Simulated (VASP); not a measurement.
Data:

```yaml
crystal:
  lattice:
    - [0.00000, 3.06566, 3.06566]
    - [3.06566, 0.00000, 3.06566]
    - [3.06566, 3.06566, 0.00000]
  atoms:
    - { symbol: Pb, position: [0.00000, 0.00000, 0.00000] }
    - { symbol: Se, position: [0.50000, 0.50000, 0.50000] }
```

The numbers are results of PBE GGA with D4 dispersion, VASP's PBE PAW potentials (set 64) (plane waves; VASP), not measurements. Settings: 520 eV cut-off, Gaussian smearing of 0.050 eV, potentials Pb_d Se.

Unless said otherwise, spin-orbit coupling is left out, though it shifts the bands of the heavy elements here.

Task: Give the energies of bands 7 to 13 at the high-symmetry points, in eV from the valence-band maximum.

Result: 
```csv
band,Γ,X,U,L,W
7,-6.31,-7.37,-8.02,-8.77,-8.00
8,-1.85,-4.94,-4.54,-1.45,-4.19
9,-1.85,-3.20,-2.70,-1.45,-4.19
10,-1.85,-3.20,-2.37,0.00,-0.78
11,4.70,3.72,3.39,0.31,1.90
12,4.70,5.60,4.01,1.71,4.95
13,4.70,5.60,5.43,1.71,4.95
```

The gap is direct, 0.31 eV, from the valence maximum at L to the conduction minimum at L.

The compound is PbSe in the rock salt structure. It was relaxed first.
